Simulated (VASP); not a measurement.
Output of a VASP run:

### OSZICAR
```
       N       E                     dE             d eps       ncg     rms          rms(c)
DAV:   1    -0.515411860194E+02   -0.51541E+02   -0.70480E+03 11411   0.159E+03
DAV:   2    -0.100037775972E+03   -0.48497E+02   -0.41743E+02 10088   0.337E+02
DAV:   3    -0.105680011523E+03   -0.56422E+01   -0.46280E+01 10562   0.233E+02
DAV:   4    -0.105982613147E+03   -0.30260E+00   -0.27146E+00 11417   0.253E+01
DAV:   5    -0.105993049201E+03   -0.10436E-01   -0.99100E-02 10808   0.300E+00    0.381E+01
DAV:   6    -0.105183252580E+03    0.80980E+00   -0.28062E-01 11605   0.909E+00    0.214E+01
DAV:   7    -0.103870870704E+03    0.13124E+01   -0.29145E+00 11355   0.516E+01    0.100E+01
DAV:   8    -0.104857363356E+03   -0.98649E+00   -0.89547E-01 11584   0.241E+01    0.470E-01
DAV:   9    -0.104852629654E+03    0.47337E-02   -0.72995E-03 10394   0.134E+00    0.804E-01
DAV:  10    -0.104854496909E+03   -0.18673E-02   -0.60338E-03 10385   0.978E-01    0.667E-01
DAV:  11    -0.104862263195E+03   -0.77663E-02   -0.27364E-03 10838   0.843E-01    0.208E-01
DAV:  12    -0.104862267995E+03   -0.47999E-05   -0.21257E-04 11027   0.524E-01    0.952E-02
DAV:  13    -0.104862073475E+03    0.19452E-03   -0.29905E-04 10899   0.634E-01    0.605E-02
DAV:  14    -0.104862030242E+03    0.43233E-04   -0.17486E-04 11478   0.452E-01    0.853E-03
DAV:  15    -0.104862032245E+03   -0.20031E-05   -0.71116E-06 10415   0.315E-02    0.116E-02
DAV:  16    -0.104862036082E+03   -0.38369E-05   -0.62773E-06 11280   0.767E-02    0.215E-03
DAV:  17    -0.104862036341E+03   -0.25861E-06   -0.56150E-08  4739   0.806E-03    0.820E-04
DAV:  18    -0.104862036384E+03   -0.43740E-07   -0.34587E-08  4602   0.726E-03
   1 F= -.10486204E+03 E0= -.10486204E+03  d E =0.238341E-04
```

OUTCAR:
```
------------------------ aborting loop because EDIFF is reached ----------------------------------------
  FORCE on cell =-STRESS in cart. coord.  units (eV):
  Direction    XX          YY          ZZ          XY          YZ          ZX
  --------------------------------------------------------------------------------------
  Total        2.6956727      1.4354923      2.8042582      0.0000000      0.0000000      0.0000000
  in kB      151.4128944     80.6299827    157.5120207      0.0000000      0.0000000      0.0000000
  external PRESSURE =     129.8516326 kB  Pullay stress =       0.0000000 kB
  volume of cell :       28.52
      direct lattice vectors                 reciprocal lattice vectors
     1.357774517 -2.387547549  0.000000000     0.368249657 -0.209419913  0.000000000
     1.357774517  2.387547549  0.000000000     0.368249657  0.209419913  0.000000000
     0.000000000  0.000000000  4.399519059     0.000000000  0.000000000  0.227297572
 POSITION                                       TOTAL-FORCE (eV/Angst)
 -----------------------------------------------------------------------------------
      1.35777      0.79585      1.09988         0.000000     -0.044583     -0.000000
      1.35777     -0.79585      3.29964         0.000000      0.044583      0.000000
 -----------------------------------------------------------------------------------
    total drift:                               -0.000000     -0.000000      0.000000
  FREE ENERGIE OF THE ION-ELECTRON SYSTEM (eV)
  ---------------------------------------------------
  free  energy   TOTEN  =      -104.8620363845 eV

  energy  without entropy=     -104.8620602185  energy(sigma->0) =     -104.86204433
```
(Selected blocks of OUTCAR.)

**POSCAR**
```
Re
1
    1.3577745167    -2.3875475491     0.0000000000
    1.3577745167     2.3875475491     0.0000000000
    0.0000000000     0.0000000000     4.3995190593
Re
2
Direct
  0.3333330000   0.6666670000   0.2500000000
  0.6666670000   0.3333330000   0.7500000000
```

Question: Reconstruct the remaining input files.

Answer: One answer among several that fit: the input of the run itself, r2SCAN meta-GGA, plane waves, VASP's PBE PAW potentials (set 64).

### INCAR
```
ALGO = Normal   ! blocked Davidson
ISIF = 2
LREAL = .FALSE.
LASPH = .TRUE.   ! aspherical one-centre terms
LMAXMIX = 6   ! l cut-off of mixed one-centre charges
METAGGA = R2SCAN
PREC = Accurate
EDIFF = 1E-7   ! SCF stop (eV)
SYSTEM = Re
ISMEAR = 1   ! Methfessel-Paxton
LMIXTAU = .TRUE.
LWAVE = .FALSE.
LCHARG = .FALSE.
SIGMA = 0.1
ENCUT = 480   ! plane-wave cut-off (eV)
NELM = 100   ! most electronic steps
```

**KPOINTS**
```
Automatic mesh
0
Gamma
  14 14 8
0 0 0
```

POTCAR, in this order: Re (PBE.64 set). Program: vasp_std.

The compound is Re in the hcp structure. This cell was strained or had an atom moved on purpose.
